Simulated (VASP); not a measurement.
Runs of VASP 6.6.1 on C. It takes space group P6_3/mmc (No. 194, hexagonal). Conventional cell: a = 2.461 Å, b = 2.461 Å, c = 6.708 Å, α = 90.00°, β = 90.00°, γ = 120.00°. Around C (site symmetry -6m2) lie 3 C at 1.42 Å. Around C (site symmetry -6m2) lie 3 C at 1.42 Å. The cell was built by a generator and needn't be a form met in nature.

| level | gap on the mesh (eV) | pressure (GPa) |
| --- | --- | --- |
| PBEsol | 0.55 | 0.3 |
| r2SCAN | (b) | (a) |
| SCAN+rVV10 | 0.59 | -2.8 |
| optB86b-vdW | 0.55 | 2.0 |
| SCAN | 0.59 | -2.4 |

Alike in all rows: task single point; potentials or basis VASP PAW PBE potentials, release 64 (C); no spin polarisation; cell as given; k mesh 16 × 16 × 4; cutoff (eV) 520; smearing fermi-dirac 0.05 eV.

Task: Estimate the missing entries.

Result: (a) -0.7; (b) 0.60.

Caveats: the PAW data sets were made with another functional, which shifts forces and pressure a little; this functional lacks dispersion, which binds the layers, so the pressure and a relaxed spacing across them are unreliable (some runs).

A k mesh can miss the band edges.

Runs at the PBE level aren't shown here.
